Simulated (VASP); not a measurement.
An input for Quantum ESPRESSO's pw.x (written as the equivalent of a VASP run, and not itself run):

```
&CONTROL
  calculation = 'scf'
  pseudo_dir = './pseudo'
  outdir = './out'
  tprnfor = .true.
  tstress = .true.
/
&SYSTEM
  ibrav = 0
  nat = 4
  ntyp = 2
  ecutwfc = 82
  occupations = 'tetrahedra'
  input_dft = 'pbesol'
/
&ELECTRONS
  conv_thr = 7.3e-09
  electron_maxstep = 100
/
ATOMIC_SPECIES
  Sn 118.710 Sn.upf
  C 12.011 C.upf
CELL_PARAMETERS angstrom
     3.5529854    0.0000000    0.0000000
    -1.7764927    3.0769757    0.0000000
     0.0000000    0.0000000    5.8153276
ATOMIC_POSITIONS crystal
  Sn   0.3333330  0.6666670  0.9997568
  Sn   0.6666670  0.3333330  0.4997568
  C    0.3333330  0.6666670  0.3752432
  C    0.6666670  0.3333330  0.8752432
K_POINTS automatic
  8 8 5 0 0 0
```

**Question.** Translate this input to VASP (INCAR, KPOINTS, POSCAR, choice of POTCAR).

**Answer.** This is not unique; one that fits is 
POSCAR:
```
SnC
1
    3.5529854076     0.0000000000     0.0000000000
   -1.7764927038     3.0769757347     0.0000000000
    0.0000000000     0.0000000000     5.8153275852
Sn C
2 2
Direct
  0.3333330000   0.6666670000   0.9997567699
  0.6666670000   0.3333330000   0.4997567699
  0.3333330000   0.6666670000   0.3752432301
  0.6666670000   0.3333330000   0.8752432301
```

**INCAR**
```
ALGO  =  Normal
EDIFF  =  1E-7
ENCUT  =  520
GGA  =  PS
ISIF  =  2
ISMEAR  =  -5
LASPH  =  .TRUE.
LCHARG  =  .TRUE.
LEFG  =  .TRUE.
LMAXMIX  =  4
LORBIT  =  11
LREAL  =  .FALSE.
LWAVE  =  .FALSE.
NEDOS  =  601
NELM  =  100
PREC  =  Accurate
SYSTEM  =  SnC
```

KPOINTS:
```
K-points
0
gamma
 8 8 5
0 0 0
```

POTCAR, in this order: Sn_d C (PBE.64 set). Program: vasp_std.

Limits of the translation: the potentials are each code's own (VASP's PAW set, PseudoDojo norm-conserving files in pw.x), so ENCUT and ecutwfc are chosen apart and not converted; conv_thr bounds pw.x's estimated SCF error, while EDIFF bounds the energy change between steps; the field gradients of LEFG aren't asked of the other code.

The structure was generated: SnC was put into the wurtzite type (P6_3mc), which need not be its known phase. It was relaxed first.
